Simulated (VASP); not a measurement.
Input:

```xyz
8
Lattice="5.7363 0.0000 0.0000 0.0000 5.7363 0.0000 0.0000 0.0000 5.7363" Properties=species:S:1:pos:R:3 pbc="T T T"
Ga     5.7363     5.7363     5.7363
As     1.4386     1.4386     1.4386
As     4.2977     4.2977     1.4386
As     4.2977     1.4386     4.2977
As     1.4386     4.2977     4.2977
Al     2.8681     2.8681     5.7363
Al     2.8681     5.7363     2.8681
Al     5.7363     2.8681     2.8681
```

Computed with PBE GGA, VASP's PBE PAW potentials (set 64) (plane waves; VASP 6.6.1). Run with 400 eV cut-off, Gaussian smearing of 0.050 eV, potentials Ga_d As Al.

Question: Give the energies of bands 12 to 25 at the high-symmetry points, in eV from the valence-band maximum.

Answer: 
```tsv
band	Γ	X	M	R
12	-5.37	-3.51	-4.51	-5.49
13	-2.19	-3.21	-4.51	-5.49
14	-2.19	-3.10	-2.88	-0.90
15	-2.19	-3.06	-2.84	-0.90
16	-2.18	-2.79	-2.84	-0.90
17	-2.18	-2.79	-2.81	-0.87
18	-2.18	-1.39	-0.99	-0.87
19	0.00	-1.39	-0.90	-0.80
20	0.00	-1.30	-0.90	-0.80
21	0.00	-1.30	-0.90	-0.80
22	1.16	2.31	2.80	1.02
23	1.54	2.54	3.23	1.97
24	1.54	3.44	3.23	1.97
25	1.54	3.59	3.37	1.97
```

The gap is indirect, 1.02 eV, from the valence maximum at Γ to the conduction minimum at R.

The structure was generated: Al3GaAs4 was put into an ordered model structure (P-43m), which need not be its known phase. It was relaxed first.
